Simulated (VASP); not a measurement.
VASP runs on AuAl2 (fluorite) share one base input (PBE GGA, plane waves, VASP's PBE PAW potentials (set 64)) and change the settings named in each case.

POSCAR:
```
AuAl2
4.3274940
  0.0000000000   0.7071066996   0.7071066996
  0.7071066996   0.0000000000   0.7071066996
  0.7071066996   0.7071066996   0.0000000000
Al Au
2 1
Direct
  0.2500000000   0.2500000000   0.2500000000
  0.7500000000   0.7500000000   0.7500000000
  0.0000000000   0.0000000000   0.0000000000
```

### KPOINTS
```
Automatic mesh
0
Gamma
8 8 8
0 0 0
```

### INCAR
```
SYSTEM = AuAl2
PREC = Accurate
ENCUT = 400
EDIFF = 1E-6
NELM = 100
ALGO = Normal
LREAL = .FALSE.
LASPH = .TRUE.
ISMEAR = 1
SIGMA = 0.1
GGA = PE
LMAXMIX = 6
LWAVE = .FALSE.
LCHARG = .FALSE.
ISIF = 2
```

POTCAR, in this order: Al Au (PBE.64 set). Program: vasp_std.

```csv
change,E(σ→0) (eV/atom),−TS (eV)
base run,-4.0028,-0.0029
"ISMEAR = 0, SIGMA = 0.02",-4.0025,-0.0010
SIGMA = 0.02,-4.0024,-0.0005
"ISMEAR = 0, SIGMA = 0.01",-4.0024,-0.0005
ISMEAR = 2,-4.0027,-0.0017
"ISMEAR = -1, SIGMA = 0.2",-4.0038,-0.1131
"ISMEAR = -5, SIGMA removed",-4.0016,0.0000
"ISMEAR = -4, SIGMA removed",(withheld),0.0000
```

**Question.** Fill in the missing entries.

**Answer.** 
- ISMEAR = -4, SIGMA removed, E(σ→0) (eV/atom): -3.9572

Unless said otherwise, spin-orbit coupling is left out, though it shifts the bands of the heavy elements here.

Left out are runs that ran out of time, are held back, or changed the cell or the kind of run, fixed moments of cells without a moment, rows past the twelfth, gaps on odd meshes, pressures of charged cells and columns that move by less than the noise.

The compound is AuAl2 in the fluorite structure. The cell was not relaxed at this level. The electron count is odd and the run is not spin-polarised, which forces a metal.
